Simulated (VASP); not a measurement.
SbW2:

```
CELL_PARAMETERS angstrom
0.00000 3.13301 3.13301
3.13301 0.00000 3.13301
3.13301 3.13301 0.00000
ATOMIC_POSITIONS crystal
Sb 0.50000 0.50000 0.50000
W 0.25000 0.25000 0.25000
W 0.75000 0.75000 0.75000
```

The cell was built by a generator and needn't be a form met in nature.

- Program: VASP 6.6.1
- Task: relaxation of cell and atoms
- Functional: PBEsol
- Potentials or basis: VASP PAW PBE potentials, release 64 (Sb, W_sv)
- Cutoff: 600 eV
- k mesh: 7 × 7 × 7
- Occupations: fermi-dirac, width 0.05 eV
- Spin: no spin polarisation

At the start: pressure -5.2 GPa; volume 20.50 Å³/atom.

Q: How do energy, volume and symmetry change on relaxing?

A: Over 3 steps the energy falls by 9.8 meV/atom and the volume is 19.92 Å³/atom (-2.8 %); space group Fm-3m (No. 225, to 0.05 Å).

The path:
```
step  energy change (eV)  largest force (eV/Å)  pressure (GPa)  volume (Å³)
   1              0.0000                0.0000           -5.16        61.51
   2              0.1391                0.0000           14.60        55.81
   3             -0.0294                0.0000           -0.14        59.77
```

Final structure:
```
Sb W
1.0
     0.00000    3.10329    3.10329
     3.10329    0.00000    3.10329
     3.10329    3.10329    0.00000
Sb W
1 2
Direct
  0.50000 0.50000 0.50000
  0.25000 0.25000 0.25000
  0.75000 0.75000 0.75000
```

Caveat: the PAW data sets were made with another functional, which shifts forces and pressure a little.
